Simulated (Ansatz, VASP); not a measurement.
# Cross-check of Rh (Rhodium) between VASP and Ansatz

Aim: how closely do two programs agree when they are given the same cell, functional and k mesh? The cell is a member of a volume series, scaled by 0.98 from a relaxed one, so a pressure remains.

Program: Ansatz 0.2.0. Level of theory: plane waves, with VASP 6.6.1 beside it; single point at PBEsol. Results are calculated unless marked as measured.

### 1. Starting point

The structure is cubic, space group Fm-3m (No. 225). Conventional cell: a = 3.749 Å, b = 3.749 Å, c = 3.749 Å, α = 90.00°, β = 90.00°, γ = 90.00°. Rh has 12 Rh at 2.65 Å nearest.

### 2. Ansatz: single point, PBEsol, volume scaled by 0.98

Ansatz runs on its default PAW (the set named soft_2) files.

A single point gives forces, pressure and levels at one fixed geometry, so differences don't come from the geometry; what else differs is listed under the comparison.

Contents of input.yaml:

```yaml
crystal:
  lattice:
    - [0.0, 1.874440369, 1.874440369]
    - [1.874440369, 0.0, 1.874440369]
    - [1.874440369, 1.874440369, 0.0]
  atoms:
    - { symbol: Rh, position: [0.0, 0.0, 0.0] }
hamiltonian:
  xc: pbesol
  pseudopotentials: { kind: paw }
kpoints:
  mp_grid: { grid: [10, 10, 10] }
scf:
  occupations: { method: methfessel_paxton, width: 0.2 }
  n_extra_bands: 4
output:
  forces: true
  stress: true
  eigenvalues: true
```

Run with:

```sh
$ ansatz run input.yaml --threads 2 --pin off --max-ram 4608MiB --backend cpu --events-out ev --progress --plain --runs-dir out
```

Numbers of over 12 decimals in the logs are rounded to 6 here.

Output:

```text
scf.n_extra_bands = 4 over 9 filled bands (N_el = 17.0): the run solves 13 bands
Engine: ansatz 0.2.0, x86_64-unknown-linux-gnu
Pseudopotentials: kind: paw
Pseudopotential: Rh, paw, valence charge 17, recommended cutoff 420 eV (normal), Rh.paw.azcp
Functional definition: PBEsol
  exchange = pbesol_x
  correlation = pbesol_c
Crystal: 1 atoms, lattice volume = 13.172 Å³
Basis set: ecut = 420 eV, 259 PW (Γ), exchange–correlation on 36×36×36 points (8 copies of the dense FFT grid, shifted against one another)
Bands: 13, of which v1, the nominal top of the filled ones, is band 9 counted from 1 (8 counted from 0)
Symmetry: 48 space group operations
Space group: Fm-3m (ITA 225), of the structure as read, at distance tolerance 2.4e-5 Å
k-points: 47 of 1000
Non-local potential: Rh, projectors of the file, l = 0: 3, l = 1: 2, l = 2: 2, l = 3: 1
PAW form: soft (Blöchl's): semilocal exchange-correlation on the pseudo side does not see the compensation charge
PAW frozen core: Rh, regenerated for the run's functional, and the local potential with it (the file was generated under x = pbe(κ = 0.804, μ = 0.219515), c = pbe(β = 0.066725))
PAW one-centre angular grid: Rh, 590 points (default); XC on 64 Gauss nodes
Initial density: superposition of atomic densities (neutral atoms: chi_scale 0, normalization atom), corrected by the library's trained network
Initial wavefunctions: pseudopotential atomic-orbital guess
Functional: x = pbesol(κ = 0.804, μ = 0.123457), c = pbesol(β = 0.046)
SCF iter   1: F=—  HF=-6338.750066 eV  |F-HF|=—  |Δ(HF+E_count)|=         —  Δρ=9.70e-3  dr2=9.67e-3  ethr=1.77e-3  ⟨swp⟩=4.7  Hψ=3242  notcnv=0
preconditioner: auto → none  [metal: Δε(μ)=0.010 eV  Ē_g=14.462 eV  σ=0.200 eV  W_gap=0.04  n_scr=0 (ndim 8)  ℏωp=30.7 eV  f_vac=0.000  D(μ)=1.46/eV (n_scr^D=14)]
SCF iter   2: F=—  HF=-6338.747316 eV  |F-HF|=—  |Δ(HF+E_count)|=   2.75e-3  S|Δr|=    0.00e0  Δρ=3.42e-3  dr2=7.93e-4  ethr=5.69e-5  ⟨swp⟩=2.7  Hψ=1309  notcnv=0
SCF iter   3: F=—  HF=-6338.747101 eV  |F-HF|=—  |Δ(HF+E_count)|=   2.15e-4  S|Δr|=    0.00e0  Δρ=1.41e-3  dr2=4.31e-5  ethr=4.67e-6  ⟨swp⟩=2.4  Hψ=915  notcnv=0
SCF iter   4: F=—  HF=-6338.747108 eV  |F-HF|=—  |Δ(HF+E_count)|=   7.21e-6  S|Δr|=    0.00e0  Δρ=8.65e-5  dr2=3.22e-7  ethr=2.53e-7  ⟨swp⟩=2.1  Hψ=996  notcnv=0
SCF iter   5: F=-6338.747108 eV  HF=-6338.747108 eV  |F-HF|=1.32e-9  |Δ(HF+E_count)|=   8.36e-8  S|Δr|=    0.00e0  Δρ=1.83e-5  dr2=8.97e-9  ethr=5.88e-10  ⟨swp⟩=5.1  Hψ=2878  notcnv=0
SCF 1 converged in 5 iterations: F = -6338.747108 eV  dr2 = 8.97e-9
  greatest PAW one-centre occupation: 1.000 electrons in one spin orbital (limit 2), on the Rh atom at site 0 (counted from 0), in its partial waves of l = 0
SCF converged after 5 iterations
Stability not checked: this state was not tested for a lower state beside it, because cold or Methfessel-Paxton smearing, or corrected tetrahedra, fill the levels in a way that the test cannot read (fill_not_monotonic; see scf.lower_state_search)
Free energy (F): -6338.747108 eV
Harris-Foulkes:  -6338.747108 eV  (|F-HF|=1.32e-9)
Internal energy: -6338.745625 eV  (E = F + TS)
E sigma→0 (E₀):  -6338.746737 eV
Entropy (-TS):   -0.001483 eV (-1.483 meV/atom)
Fermi energy:    23.543126 eV
--- Per-component energies (eV) ---
  E_band       = -69.037534
  E_kinetic    = 574.667406
  E_local      = -1510.723861  (includes V_loc(G=0)·N_el)
  E_nonlocal   = 356.256541
  E_hartree    = 530.594202
  E_xc         = -221.239020
  E_vxc        = -278.803655  (∫ρ·V_xc dr)
  E_paw        = -3523.832713  (= ΣΔE_a)
  E_vpaw       = -271.625697  (= ΣTr[D̂ρ^β])
  E_aug_tail   = 0.000785  (compensation charges beyond the density's cutoff)
  E_ewald      = -2544.745164
  E_core_change = 0.276200  (= ΣΔE_core)
  E_smearing   = -0.001483  (= −TS)
  E_closure    = -0.000000  (closes the sum)
  Σ components = -6338.747108   (vs F -6338.747108, Δ=0.00e0)
--- Forces (eV/Å), atoms counted from 1 ---
  atom   1  Rh    -0.00000000     0.00000000    -0.00000000
  max |Σ_I F_I| component: 8.63e-32 eV/Å
--- Stress (GPa, compression-positive) ---
        7.720642       0.000000       0.000000
        0.000000       7.720642      -0.000000
       -0.000000      -0.000000       7.720642
  P = ⅓ Tr σ = 7.7206 GPa (77.206 kbar)
--- Band table (eV; the first three rows and the last of 47) ---
  k-point 0: bands = [... 5 lower, 20.1867, 20.1867, 20.1867, 22.4493, 22.4493, 39.1770, 44.7355, 44.7355]
  k-point 1: bands = [... 5 lower, 20.0101, 20.3445, 20.3445, 22.3660, 22.3660, 39.7734, 42.9892, 45.3511]
  k-point 2: bands = [... 5 lower, 19.8200, 20.5855, 20.5855, 22.3888, 22.3888, 40.1779, 40.8831, 47.0251]
  k-point 46: bands = [... 5 lower, 18.6095, 20.3756, 22.4340, 24.5750, 31.9614, 34.6454, 35.1345, 36.5759]
```

The job ended after 0.5 s (2 threads of Intel Xeon Platinum 8488C (Sapphire Rapids), shared host; peak memory 0.3 GiB; 0.72 s of CPU time).

Reading the cycles: dr2 is the Hartree energy of the density residual (eV), the measure of convergence; HF is the Harris–Foulkes estimate of the energy, which meets the free energy F at convergence.

The run ends at a pressure of 7.72 GPa.

### 3. VASP: single point, PBEsol, volume scaled by 0.98

The same cell, functional, mesh and smearing now go to VASP, with its own data sets and cutoff.

Lines of VASP's logs that name or quote its potential files are left out, and so is its time.

Contents of INCAR:

```
SYSTEM = Rh
PREC = Accurate
ENCUT = 400
EDIFF = 1E-06
NELM = 100
ISMEAR = 1
SIGMA = 0.2
LREAL = .FALSE.
ALGO = Normal
GGA = PS
NBANDS = 13
LORBIT = 11
LWAVE = .FALSE.
LCHARG = .FALSE.
KPAR = 2
ISIF = 2
```

Contents of POSCAR:

```
Rh
1.0
    0.0000000000      1.8744403690      1.8744403690
    1.8744403690      0.0000000000      1.8744403690
    1.8744403690      1.8744403690      0.0000000000
Rh
1
Direct
    0.0000000000      0.0000000000      0.0000000000
```

Contents of KPOINTS:

```
Automatic mesh
0
Gamma
10 10 10
0 0 0
```

The projector-augmented-wave data sets are Rh_pv (PBE family, release 64).

Run with:

```sh
$ mpirun -np 2 vasp_std
```

Output:

```text
[banner, memory and clock lines left out]
running    2 mpi-ranks, on    1 nodes
 distrk:  each k-point on    1 cores,    2 groups
 distr:  one band on    1 cores,    1 groups

 POSCAR found type information on POSCAR Rh
 POSCAR found :  1 types and       1 ions
|                                                                             |
|               ----> ADVICE to this user running VASP <----                  |
|                                                                             |
|     You enforced a specific xc type in the INCAR file but a different       |
|     [... a line on the potential file left out ...]
|     I HOPE YOU KNOW WHAT YOU ARE DOING!                                     |
|                                                                             |

 LDA part: xc-table for (Slater+PW92), standard interpolation
 POSCAR, INCAR and KPOINTS ok, starting setup
 FFT: planning ... GRIDC
 FFT: planning ... GRID_SOFT
 FFT: planning ... GRID
 WAVECAR not read
 entering main loop
       N       E                     dE             d eps       ncg     rms          rms(c)
DAV:   1     0.974664603188E+02    0.97466E+02   -0.76790E+03  1222   0.103E+03
DAV:   2    -0.754017968579E+01   -0.10501E+03   -0.10054E+03  1277   0.314E+02
DAV:   3    -0.875523522297E+01   -0.12151E+01   -0.12118E+01  1462   0.381E+01
DAV:   4    -0.876047958811E+01   -0.52444E-02   -0.52440E-02  1377   0.253E+00
DAV:   5    -0.876053556896E+01   -0.55981E-04   -0.55980E-04  1532   0.234E-01    0.123E+01
DAV:   6    -0.816536747078E+01    0.59517E+00   -0.97171E-01  1422   0.145E+01    0.416E+00
DAV:   7    -0.814315038777E+01    0.22217E-01   -0.83914E-02  1472   0.261E+00    0.163E+00
DAV:   8    -0.813818736597E+01    0.49630E-02   -0.74892E-03  1372   0.122E+00    0.125E-01
DAV:   9    -0.813801458943E+01    0.17278E-03   -0.32403E-04  1487   0.261E-01    0.113E-02
DAV:  10    -0.813801895964E+01   -0.43702E-05   -0.52077E-06  1357   0.275E-02    0.640E-03
DAV:  11    -0.813801833133E+01    0.62831E-06   -0.94381E-07   961   0.133E-02
   1 F= -.81380183E+01 E0= -.81375266E+01  d E =-.147519E-02
```

Parts of OUTCAR (step 3):

```text
ion  position               nearest neighbor table
   1  0.000  0.000  0.000-

  LATTYP: Found a face centered cubic cell.
 ALAT       =     3.7488807380

 Subroutine GETGRP returns: Found 48 space group operations
 (whereof 48 operations were pure point group operations)

The static configuration has the point symmetry O_h .

 Found     47 irreducible k-points:

   k-points           NKPTS =     47   k-points in BZ     NKDIM =     47   number of bands    NBANDS=     13

   dimension x,y,z NGX =    18 NGY =   18 NGZ =   18
   dimension x,y,z NGXF=    36 NGYF=   36 NGZF=   36

   ENCUT  =  400.0 eV  29.40 Ry    5.42 a.u.   4.32  4.32  4.32*2*pi/ulx,y,z

   NELECT =      15.0000    total number of electrons

 k-points in reciprocal lattice and weights: Automatic mesh
   0.00000000  0.00000000  0.00000000       0.001
   0.10000000  0.00000000  0.00000000       0.008
   0.20000000  0.00000000  0.00000000       0.008
   0.30000000  0.00000000  0.00000000       0.008
   0.40000000  0.00000000  0.00000000       0.008
   0.50000000  0.00000000  0.00000000       0.004
   0.10000000  0.10000000  0.00000000       0.006
   0.20000000  0.10000000  0.00000000       0.024
   0.30000000  0.10000000  0.00000000       0.024
[...]
-0.30000000  0.40000000  0.20000000       0.024
  -0.30000000  0.50000000  0.20000000       0.012

 average (electrostatic) potential at core
       1 -70.0433

 E-fermi :  12.6023

 k-point     1 :       0.0000    0.0000    0.0000
  band No.  band energies     occupation
    ...
      5       9.2476      2.00000
      6       9.2476      2.00000
      7       9.2476      2.00000
      8      11.5144      2.00000
      9      11.5144      2.00000
     10      28.4516      0.00000
     11      32.8110      0.00000
     12      34.1527      0.00000
     13      34.1527      0.00000

 k-point     2 :       0.1000    0.0000    0.0000
  band No.  band energies     occupation
    ...
      5       9.0704      2.00000
      6       9.4049      2.00000
      7       9.4049      2.00000
      8      11.4307      2.00000
      9      11.4307      2.00000
     10      29.0576      0.00000
     11      32.2912      0.00000
     12      32.8177      0.00000
     13      34.7790      0.00000

 k-point     3 :       0.2000    0.0000    0.0000
  band No.  band energies     occupation
    ...
      5       8.8793      2.00000
      6       9.6463      2.00000
      7       9.6463      2.00000
      8      11.4515      2.00000
      9      11.4515      2.00000
     10      29.3732      0.00000
     11      30.1762      0.00000
     12      32.8133      0.00000
     13      36.4610      0.00000

  Total        0.5264944      0.5264944      0.5264944      0.0000000     -0.0000000      0.0000000
  in kB       64.0411951     64.0411951     64.0411951      0.0000000     -0.0000000      0.0000000
  external PRESSURE =      64.0411951 kB  Pullay stress =       0.0000000 kB

  energy-cutoff  :      400.00
  volume of cell :       13.17
      direct lattice vectors                 reciprocal lattice vectors
     0.000000000  1.874440369  1.874440369    -0.266746282  0.266746282  0.266746282
     1.874440369  0.000000000  1.874440369     0.266746282 -0.266746282  0.266746282
     1.874440369  1.874440369  0.000000000     0.266746282  0.266746282 -0.266746282

 POSITION                                       TOTAL-FORCE (eV/Angst)
 -----------------------------------------------------------------------------------
      0.00000      0.00000      0.00000        -0.000000     -0.000000     -0.000000
 -----------------------------------------------------------------------------------
    total drift:                               -0.000000     -0.000000      0.000000

  FREE ENERGIE OF THE ION-ELECTRON SYSTEM (eV)
  ---------------------------------------------------
  free  energy   TOTEN  =        -8.1380183313 eV

  energy  without entropy=       -8.1365431415  energy(sigma->0) =       -8.13752660

 total charge
# of ion       s       p       d       tot
------------------------------------------
    1        0.429   6.335   7.094  13.858

[... 3 further parts left out ...]
```

The run ends at a pressure of 6.40 GPa.

### 4. Side by side

Known differences besides the potentials themselves: the data sets hold 17 valence electrons in Ansatz (default PAW (the set named soft_2) files) and 15 in VASP; the cutoff is 420 eV in Ansatz and 400 eV in VASP; Ansatz makes its cores anew for this functional, VASP keeps those of its PBE data sets; VASP leaves aspherical gradient terms in its spheres out (LASPH is not set), Ansatz keeps them. Total energies have different zeros and are not compared.

Both answers:

```csv
quantity,Ansatz,VASP,difference
pressure (GPa),7.72,6.40,+1.32
pressure without Ansatz's Pulay correction (GPa),7.62,6.40,+1.22
```

Ansatz's pressure holds a Pulay correction of 0.10 GPa; VASP's holds none.

### 5. What the set-up changes

Further runs change the set-up of one program: Ansatz's method, potentials or start, or VASP's data sets, cutoff or form of LDA. The table gives Ansatz less VASP for each quantity, since a change that brings one quantity closer may part another.

```csv
run,pressure (GPa),pressure without Ansatz's Pulay correction (GPa)
as above,1.3,1.2
cores kept as stored,1.4,1.3
Ansatz's larger PAW set (cutoff 640 eV),1.3,
norm-conserving potentials (cutoff 1197 eV),1.9,1.7
```

### 6. Summary of results

```json
{"difference in pressure (single point, PBEsol, volume scaled by 0.98)": "1.3 GPa"}
```

**Reading.** The difference in pressure is 1.3 GPa (single point, PBEsol, volume scaled by 0.98), beyond the 1 GPa picked in this series as the mark of a large difference. Single point, PBEsol, volume scaled by 0.98, norm-conserving potentials (cutoff 1197 eV): the difference in pressure goes from 1.3 to 1.9 GPa; the difference in pressure without Ansatz's Pulay correction goes from 1.2 to 1.7 GPa. 4 further runs of this series are not shown here. How closely two codes agree says nothing of how well the functional describes the real material.

[Lines on the potential files, build, host, timing and source positions are cut from VASP's logs without a mark.]

[Logs are printed without paths, hosts, clocks, repeated set-up lines and the standing remarks that a program may print on its own settings, such as how far it seeks lower states.]

[Hosts, paths, dates, database ids (printed as entryN), source tags and the programs' standing remarks are cut or masked in the printed files.]
